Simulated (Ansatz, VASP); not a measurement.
# BAs in two plane-wave programs, part 3 of 3

Aim: how closely do two programs agree when they are given the same cell, functional and k mesh? The cell is taken from a series of runs on this material, whose earlier steps may have relaxed, scaled, displaced or heated it; both programs get it as it stands.

VASP 6.6.1 and Ansatz 0.2.0.

So far: Set-up; Ansatz: zone-centre phonons, PBE, pair 1; VASP: zone-centre phonons, PBE, pair 1; Differences.

## 5. Ansatz: zone-centre phonons, PBE, pair 2

Level of this step: Ansatz beside VASP: Kohn-Sham DFT, plane waves, PBE (Ansatz).

Second derivatives magnify differences that forces hide, and they need a tight electronic threshold. The cell compared in this pair holds 27.25 Å³, against 26.70 Å³ for the pair before.

The cell is taken from a series of runs on this material, whose earlier steps may have relaxed, scaled, displaced or heated it; both programs get it as it stands.

Contents of input.yaml:

```yaml
crystal:
  lattice:
    - [0.0, 2.3885248405, 2.3885248405]
    - [2.3885248405, 0.0, 2.3885248405]
    - [2.3885248405, 2.3885248405, 0.0]
  atoms:
    - { symbol: B, position: [0.0, 0.0, 0.0] }
    - { symbol: As, position: [0.75, 0.75, 0.75] }
kpoints:
  mp_grid: { grid: [12, 12, 12] }
hamiltonian:
  xc: pbe
  pseudopotentials: { kind: paw, azcp: { folder: soft_1 } }
scf:
  occupations: { method: fixed }
output:
  eigenvalues: true
phonons:
  method: dfpt
  dielectric: true
  rigid_motions: translations
```

Launch:

```
ansatz run input.yaml --threads 4 --pin off --max-ram 10240MiB --backend cpu --events-out ev --progress --plain --runs-dir out
```

Numbers of over 12 decimals in the logs are rounded to 6 here.

The program printed:

```text
[...]
Crystal: 2 atoms, lattice volume = 27.253 Å³
Basis set: ecut = 420 eV, 531 PW (Γ), exchange–correlation on 48×48×48 points (8 copies of the dense FFT grid, shifted against one another)
Bands: 13, of which v1, the nominal top of the filled ones, is band 9 counted from 1 (8 counted from 0)
Symmetry: 24 space group operations
k-points: 280 of 1728 (irreducible under 4 space group operations, time reversal used)
[...]
optical modes at Γ + LO–TO along q̂ = [1.0000, 0.0000, 0.0000]:
      ω (cm⁻¹)  modes    IR ((D/Å)²/amu)
[...]
optical modes at Γ + LO–TO along q̂ = [0.0000, 1.0000, 0.0000]:
      ω (cm⁻¹)  modes    IR ((D/Å)²/amu)
        691.03      2             1.2216
        694.56      1             0.6108
  optical modes at Γ + LO–TO along q̂ = [0.0000, 0.0000, 1.0000]:
      ω (cm⁻¹)  modes    IR ((D/Å)²/amu)
        691.03      2             1.2216
        694.56      1             0.6108
[key lines of the parts left out:]
SCF converged after 9 iterations
Free energy (F): -5012.107079 eV
Fermi energy:    10.699667 eV
```

## 6. VASP: zone-centre phonons, PBE, pair 2

The same cell, functional and mesh now go to VASP, with its own data sets.

Contents of INCAR:

```
SYSTEM = BAs
PREC = Accurate
ENCUT = 500
EDIFF = 1E-08
NELM = 120
ISMEAR = 0
SIGMA = 0.01
LREAL = .FALSE.
ALGO = Normal
GGA = PE
NBANDS = 10
LORBIT = 11
LWAVE = .FALSE.
LCHARG = .FALSE.
ISIF = 2
IBRION = 8
LEPSILON = .TRUE.
LASPH = .TRUE.
GGA_COMPAT = .FALSE.
EFERMI = MIDGAP
KPAR = 2
```

Contents of POSCAR:

```
BAs
1.0
    0.0000000000      2.3885248405      2.3885248405
    2.3885248405      0.0000000000      2.3885248405
    2.3885248405      2.3885248405      0.0000000000
B As
1 1
Direct
    0.0000000000      0.0000000000      0.0000000000
    0.7500000000      0.7500000000      0.7500000000
```

Contents of KPOINTS:

```
Automatic mesh
0
Gamma
12 12 12
0 0 0
```

PAW data sets: B and As (PBE family, release 64).

Launch:

```
mpirun -np 2 vasp_std
```

The program printed:

```text
[... set-up lines as in an earlier step ...]
 entering main loop
       N       E                     dE             d eps       ncg     rms          rms(c)
DAV:   1     0.118206085437E+02    0.11821E+02   -0.36631E+03  1448   0.683E+02
DAV:   2    -0.114589100928E+02   -0.23280E+02   -0.22145E+02  2074   0.105E+02
DAV:   3    -0.120439815645E+02   -0.58507E+00   -0.58425E+00  1726   0.167E+01
DAV:   4    -0.120455349110E+02   -0.15533E-02   -0.15532E-02  1712   0.944E-01
[...]
DAV:  13    -0.114064813148E+02   -0.51745E-07   -0.84745E-08  1730   0.201E-03    0.113E-03
DAV:  14    -0.114064814293E+02   -0.11453E-06   -0.15164E-08  1578   0.855E-04    0.111E-04
DAV:  15    -0.114064814348E+02   -0.54887E-08   -0.36012E-10   908   0.150E-04
   1 F= -.11406481E+02 E0= -.11406481E+02  d E =0.000000E+00
 Linear response reoptimize wavefunctions to high precision
DAV:   1    -0.114064814255E+02    0.92696E-08   -0.96825E-11  1002   0.566E-05
DAV:   2    -0.114064814255E+02   -0.50022E-11   -0.45807E-12   878   0.144E-05
 Linear response G [H, r] |phi>, progress :
  Direction:   1
[...]
RMM:  12    -0.407709558050E-01    0.10621E-08    0.60472E-07  6092   0.192E-05    0.462E-08
 first order change of Fermi-energy   0.24853E+01
 force on displaced ion       1 direction 1 : -16.828   0.000   0.000
 Born effective charge ion    1 direction 1 :  -0.535   0.000   0.000
 Linear response progress:
  Degree of freedom:   2/  2
       N       E                     dE             d eps       ncg     rms          rms(c)
RMM:   1    -0.388906829780E-01   -0.38891E-01    0.31544E-02 13406   0.114E+00
RMM:   2    -0.367951178606E-01    0.20956E-02   -0.14287E-03  8919   0.212E-01    0.943E-02
RMM:   3    -0.366334828077E-01    0.16164E-03   -0.11614E-04  9503   0.289E-02    0.562E-02
RMM:   4    -0.366533013600E-01   -0.19819E-04   -0.10989E-04  9282   0.362E-02    0.356E-03
[...]
RMM:  10    -0.366375120532E-01   -0.46777E-08    0.14440E-06  9647   0.196E-05    0.166E-06
RMM:  11    -0.366375132094E-01   -0.11563E-08    0.14347E-06  8742   0.193E-05    0.355E-07
RMM:  12    -0.366375253882E-01   -0.12179E-07    0.12966E-06  6687   0.186E-05    0.524E-08
 first order change of Fermi-energy  -0.24850E+01
 force on displaced ion       2 direction 1 : -16.825   0.000   0.000
 Born effective charge ion    2 direction 1 :   0.530   0.000   0.000
 Born effective charges drift removed
 Linear response finished
```

OUTCAR, selected parts (step 6):

```text
  Total        0.5837491      0.5837491      0.5837491      0.0000000     -0.0000000      0.0000000
  in kB       34.3176458     34.3176458     34.3176458      0.0000000     -0.0000000      0.0000000
  external PRESSURE =      34.3176458 kB  Pullay stress =       0.0000000 kB

 POSITION                                       TOTAL-FORCE (eV/Angst)
 -----------------------------------------------------------------------------------
      0.00000      0.00000      0.00000         0.000000      0.000000     -0.000000
      3.58279      3.58279      3.58279        -0.000000     -0.000000      0.000000
 -----------------------------------------------------------------------------------
    total drift:                                0.000000      0.000000      0.000000

 MACROSCOPIC STATIC DIELECTRIC TENSOR (including local field effects in DFT)
 ------------------------------------------------------
           9.789989    -0.000000     0.000000
          -0.000000     9.789989    -0.000000
          -0.000000    -0.000000     9.789989
 ------------------------------------------------------

 MACROSCOPIC STATIC DIELECTRIC TENSOR IONIC CONTRIBUTION
 ------------------------------------------------------
           0.110940    -0.000000     0.000000
          -0.000000     0.110940     0.000000
           0.000000     0.000000     0.110940
 ------------------------------------------------------

[... 1 part as in an earlier step ...]

[... 1 further part left out ...]
```

## 7. Differences

What differs besides the data sets and the points named for the pairs above, as far as they apply: the data sets hold 18 valence electrons in Ansatz (on its PAW soft_1 files) and 8 in VASP. Total energies have different zeros and are not compared.

The two programs side by side:

| quantity | Ansatz | VASP | difference |
| --- | --- | --- | --- |
| ε∞ xx | 9.77 | 9.79 | -0.18 % |
| ε∞ yy | 9.77 | 9.79 | -0.18 % |
| ε∞ zz | 9.77 | 9.79 | -0.18 % |
| Born charge of B1 (mean of the diagonal) (e) | -0.50 | -0.53 | +0.03 |
| Born charge of As2 (mean of the diagonal) (e) | 0.50 | 0.53 | -0.03 |
| optical mode 1 to 3 (cm⁻¹) | 691.0 | 695.9 | -0.71 % |

Modes are paired by rising frequency, not by their patterns, so a pair may set unlike modes beside each other; they are those without the splitting of longitudinal modes.

## 8. Ansatz: zone-centre phonons, PBE, pair 3

Second derivatives magnify differences that forces hide, and they need a tight electronic threshold. The cell compared in this pair holds 27.53 Å³, against 27.25 Å³ for the pair before.

The cell is taken from a series of runs on this material, whose earlier steps may have relaxed, scaled, displaced or heated it; both programs get it as it stands.

input.yaml, the sections that differ from step 5:

```yaml
crystal:
  lattice:
    - [0.0, 2.3966215968, 2.3966215968]
    - [2.3966215968, 0.0, 2.3966215968]
    - [2.3966215968, 2.3966215968, 0.0]
  atoms:
    - { symbol: B, position: [0.0, 0.0, 0.0] }
    - { symbol: As, position: [0.75, 0.75, 0.75] }
# kpoints, hamiltonian, scf, output, phonons: as in step 5
```

Launch:

```
ansatz run input.yaml --threads 4 --pin off --max-ram 10240MiB --backend cpu --events-out ev --progress --plain --runs-dir out
```

The program printed:

```text
[...]
Crystal: 2 atoms, lattice volume = 27.531 Å³
Basis set: ecut = 420 eV, 537 PW (Γ), exchange–correlation on 48×48×48 points (8 copies of the dense FFT grid, shifted against one another)
Bands: 13, of which v1, the nominal top of the filled ones, is band 9 counted from 1 (8 counted from 0)
Symmetry: 24 space group operations
k-points: 280 of 1728 (irreducible under 4 space group operations, time reversal used)
[...]
optical modes at Γ + LO–TO along q̂ = [1.0000, 0.0000, 0.0000]:
      ω (cm⁻¹)  modes    IR ((D/Å)²/amu)
[...]
optical modes at Γ + LO–TO along q̂ = [0.0000, 1.0000, 0.0000]:
      ω (cm⁻¹)  modes    IR ((D/Å)²/amu)
        684.05      2             1.0815
        687.17      1             0.5408
  optical modes at Γ + LO–TO along q̂ = [0.0000, 0.0000, 1.0000]:
      ω (cm⁻¹)  modes    IR ((D/Å)²/amu)
        684.05      2             1.0815
        687.17      1             0.5408
[key lines of the parts left out:]
SCF converged after 9 iterations
Free energy (F): -5012.110644 eV
Fermi energy:    10.542548 eV
```

## 9. VASP: zone-centre phonons, PBE, pair 3

The same cell, functional and mesh now go to VASP, with its own data sets.

INCAR is that of step 6.

Contents of POSCAR:

```
BAs
1.0
    0.0000000000      2.3966215968      2.3966215968
    2.3966215968      0.0000000000      2.3966215968
    2.3966215968      2.3966215968      0.0000000000
B As
1 1
Direct
    0.0000000000      0.0000000000      0.0000000000
    0.7500000000      0.7500000000      0.7500000000
```

KPOINTS is that of step 6.

Launch:

```
mpirun -np 2 vasp_std
```

The program printed:

```text
[... set-up lines as in an earlier step ...]
 entering main loop
       N       E                     dE             d eps       ncg     rms          rms(c)
DAV:   1     0.118880608342E+02    0.11888E+02   -0.36994E+03  1448   0.684E+02
DAV:   2    -0.113980897448E+02   -0.23286E+02   -0.22294E+02  2016   0.103E+02
DAV:   3    -0.120289486205E+02   -0.63086E+00   -0.62980E+00  1734   0.170E+01
DAV:   4    -0.120307146612E+02   -0.17660E-02   -0.17659E-02  1724   0.975E-01
[...]
DAV:  13    -0.114112197402E+02   -0.51027E-07   -0.84902E-08  1776   0.202E-03    0.112E-03
DAV:  14    -0.114112198559E+02   -0.11565E-06   -0.15621E-08  1554   0.865E-04    0.110E-04
DAV:  15    -0.114112198613E+02   -0.54067E-08   -0.36725E-10   908   0.152E-04
   1 F= -.11411220E+02 E0= -.11411220E+02  d E =0.000000E+00
 Linear response reoptimize wavefunctions to high precision
DAV:   1    -0.114112198520E+02    0.93103E-08   -0.98538E-11  1020   0.573E-05
DAV:   2    -0.114112198520E+02    0.98339E-11   -0.45365E-12   872   0.146E-05
 Linear response G [H, r] |phi>, progress :
  Direction:   1
[...]
RMM:  10    -0.405367810797E-01   -0.22969E-08   -0.19140E-09  9758   0.156E-05    0.660E-07
 first order change of Fermi-energy   0.24758E+01
 force on displaced ion       1 direction 1 : -16.489   0.000   0.000
 Born effective charge ion    1 direction 1 :  -0.505   0.000   0.000
 Linear response progress:
  Degree of freedom:   2/  2
       N       E                     dE             d eps       ncg     rms          rms(c)
RMM:   1    -0.389309317304E-01   -0.38931E-01    0.32202E-02 13413   0.114E+00
RMM:   2    -0.368631855962E-01    0.20677E-02   -0.14420E-03  8917   0.212E-01    0.938E-02
RMM:   3    -0.366956675001E-01    0.16752E-03   -0.11683E-04  9498   0.291E-02    0.559E-02
RMM:   4    -0.367079538908E-01   -0.12286E-04   -0.10760E-04  9287   0.363E-02    0.357E-03
[...]
RMM:   9    -0.366933538391E-01   -0.13374E-06   -0.30174E-08  9873   0.413E-05    0.298E-06
RMM:  10    -0.366933401455E-01    0.13694E-07   -0.12435E-08  9542   0.105E-05    0.166E-06
RMM:  11    -0.366933395445E-01    0.60106E-09   -0.10963E-08  8659   0.101E-05    0.283E-07
 first order change of Fermi-energy  -0.24755E+01
 force on displaced ion       2 direction 1 : -16.485  -0.000  -0.000
 Born effective charge ion    2 direction 1 :   0.499   0.000   0.000
 Born effective charges drift removed
 Linear response finished
```

From OUTCAR (step 9):

```text
  Total        0.3402088      0.3402088      0.3402088      0.0000000      0.0000000      0.0000000
  in kB       19.7982937     19.7982937     19.7982937      0.0000000      0.0000000      0.0000000
  external PRESSURE =      19.7982937 kB  Pullay stress =       0.0000000 kB

 POSITION                                       TOTAL-FORCE (eV/Angst)
 -----------------------------------------------------------------------------------
      0.00000      0.00000      0.00000         0.000000     -0.000000     -0.000000
      3.59493      3.59493      3.59493        -0.000000      0.000000      0.000000
 -----------------------------------------------------------------------------------
    total drift:                                0.000000      0.000000      0.000000

 MACROSCOPIC STATIC DIELECTRIC TENSOR (including local field effects in DFT)
 ------------------------------------------------------
           9.833579     0.000000     0.000000
           0.000000     9.833579     0.000000
           0.000000     0.000000     9.833579
 ------------------------------------------------------

 MACROSCOPIC STATIC DIELECTRIC TENSOR IONIC CONTRIBUTION
 ------------------------------------------------------
           0.099626     0.000000    -0.000000
           0.000000     0.099626     0.000000
          -0.000000     0.000000     0.099626
 ------------------------------------------------------

[... 1 part as in an earlier step ...]

[... 1 further part left out ...]
```

## 10. Side by side

What differs besides the data sets and the points named for the pairs above, as far as they apply: the data sets hold 18 valence electrons in Ansatz (on its PAW soft_1 files) and 8 in VASP. Total energies have different zeros and are not compared.

The two programs side by side:

| quantity | Ansatz | VASP | difference |
| --- | --- | --- | --- |
| ε∞ xx | 9.81 | 9.83 | -0.19 % |
| ε∞ yy | 9.81 | 9.83 | -0.19 % |
| ε∞ zz | 9.81 | 9.83 | -0.19 % |
| Born charge of B1 (mean of the diagonal) (e) | -0.47 | -0.50 | +0.03 |
| Born charge of As2 (mean of the diagonal) (e) | 0.47 | 0.50 | -0.03 |
| optical mode 1 to 3 (cm⁻¹) | 684.0 | 688.9 | -0.70 % |

Modes are paired by rising frequency, not by their patterns, so a pair may set unlike modes beside each other; they are those without the splitting of longitudinal modes.

## 11. What came out

```yaml
r_m_s_difference_of_the_optical_zone_centre_modes_each_program_s_sorted_by_frequency_zone_centre_phonons_pbe_pair_1: 5.1 cm⁻¹
difference_in_optical_mode_1_to_3_zone_centre_phonons_pbe_pair_1: -0.7 %
r_m_s_difference_of_the_optical_zone_centre_modes_each_program_s_sorted_by_frequency_zone_centre_phonons_pbe_pair_2: 4.9 cm⁻¹
difference_in_optical_mode_1_to_3_zone_centre_phonons_pbe_pair_2: -0.7 %
r_m_s_difference_of_the_optical_zone_centre_modes_each_program_s_sorted_by_frequency_zone_centre_phonons_pbe_pair_3: 4.8 cm⁻¹
difference_in_optical_mode_1_to_3_zone_centre_phonons_pbe_pair_3: -0.7 %
```

The r.m.s. difference of the optical zone-centre modes, each program's sorted by frequency is 5.1 cm⁻¹ (zone-centre phonons, PBE, pair 1). The data sets hold unlike numbers of valence electrons (18 in Ansatz and 8 in VASP), so part of the differences comes from the potentials. Among the rows given in per cent, the largest difference of the zone-centre phonons, PBE, pair 1 pair is in optical mode 1 to 3, -0.7 %. Among the rows given in per cent, the largest difference of the zone-centre phonons, PBE, pair 2 pair is in optical mode 1 to 3, -0.7 %. Among the rows given in per cent, the largest difference of the zone-centre phonons, PBE, pair 3 pair is in optical mode 1 to 3, -0.7 %. Such differences can come from data sets, numerical settings and the points named under the comparisons, not from the functional's error against experiment.

[Lines on the potential files, build, host, timing and source positions are cut from VASP's logs without a mark.]

[Logs are printed without paths, hosts, clocks, repeated set-up lines and the standing remarks that a program may print on its own settings, such as how far it seeks lower states.]

[Hosts, paths, dates, database ids (printed as entryN), source tags and the programs' standing remarks are cut or masked in the printed files.]
